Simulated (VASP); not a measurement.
Given:

```
CuZn
1.0
    2.91119     0.00000     0.00000
    0.00000     2.91119     0.00000
    0.00000     0.00000     2.91119
Zn Cu
1 1
Direct
  0.50000   0.50000   0.50000
  0.00000   0.00000   0.00000
```

The numbers are results of r2SCAN+rVV10, VASP's PBE PAW potentials (set 64) (plane waves; VASP), not measurements. Run with 520 eV cut-off, 14×14×14 Γ-centred mesh, tetrahedra with Blöchl corrections, potentials Zn Cu.

Task: Give the energies of bands 6 to 14 at the high-symmetry points, in eV from the Fermi level.

Result: 
```csv
band,Γ,X,M,R
6,-7.48,-6.59,-4.91,-4.61
7,-3.83,-5.41,-3.60,-4.61
8,-3.83,-3.97,-3.06,-4.61
9,-2.90,-3.49,-3.06,-2.64
10,-2.90,-3.49,-2.66,-2.64
11,-2.90,-2.98,-2.13,4.54
12,6.75,-2.12,-2.13,4.54
13,6.75,12.65,2.08,4.54
14,6.75,12.65,2.40,4.65
```

It has no gap at this level: it comes out as a metal or semimetal.

The compound is CuZn in the CsCl type structure. It was relaxed first. The electron count is odd and the run is not spin-polarised, which forces a metal.
